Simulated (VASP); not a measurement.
**HfC: relaxation of cell and atoms with LDA**

The system is HfC.

```
Hf C
1.0
     0.00000    2.32500    2.32500
     2.32500    0.00000    2.32500
     2.32500    2.32500    0.00000
Hf C
1 1
Cartesian
  2.3250 2.3250 2.3250
  0.0000 0.0000 0.0000
```

| Item | Value |
| --- | --- |
| Program | VASP 6.6.1 |
| Task | relaxation of cell and atoms |
| Functional | LDA |
| Potentials or basis | VASP PAW LDA potentials, release 64 (Hf_pv, C) |
| Cutoff | 600 eV |
| k mesh | 14 × 14 × 14 |
| Occupations | methfessel-paxton, width 0.1 eV |
| Spin | no spin polarisation |
| Further INCAR settings | ALGO = Normal; EDIFF = 1e-06; IBRION = 2; EDIFFG = -0.01; NSW = 90; ISIF = 3 |

| Item | Value |
| --- | --- |
| Relaxed volume | 11.98 Å³/atom |
| Relaxed cell | a = 3.236 Å, b = 3.236 Å, c = 3.236 Å, α = 60.00°, β = 60.00°, γ = 60.00° |
| Space group after relaxing (to 0.05 Å) | Fm-3m (No. 225) |
| Energy gained by relaxing | 22.6 meV/atom |
| Ionic steps | 4 |
| Pressure after relaxing | -0.1 GPa |
| Band gap on the k mesh | none (metal or under the smearing width) |

Step by step:
```tsv
step	energy change (eV)	largest force (eV/Å)	pressure (GPa)	volume (Å³)
1	0.0000	0.0000	-11.73	25.14
2	0.1182	0.0000	27.99	21.93
3	-0.0453	0.0000	-0.31	23.98
4	-0.0453	0.0000	-0.06	23.96
```

Final structure:
```
CELL_PARAMETERS angstrom
0.00000 2.28803 2.28803
2.28803 0.00000 2.28803
2.28803 2.28803 0.00000
ATOMIC_POSITIONS crystal
Hf 0.50000 0.50000 0.50000
C 0.00000 0.00000 0.00000
```

Levels at points of the mesh, in eV from the Fermi level:
| k point | band 5 | band 6 | band 7 | band 8 | band 9 | band 10 |
| --- | --- | --- | --- | --- | --- | --- |
| (0.00, 0.00, 0.00) | 1.06 | 1.06 | 1.06 | 1.32 | 1.32 | 1.32 |
| (0.50, 0.00, 0.00) | -6.34 | -3.15 | -3.15 | 5.50 | 5.50 | 6.02 |
| (0.50, 0.50, 0.00) | -2.43 | -1.99 | 0.01 | 0.01 | 5.53 | 7.02 |

Run time: 65 s on 1 thread of Intel(R) Xeon(R) Platinum 8375C CPU @ 2.90GHz (Ice Lake) (shared host), peak memory 0.18 GiB.

The run has no spin-orbit coupling, so splittings on Hf are missing. LDA usually gives volumes a few per cent too small.
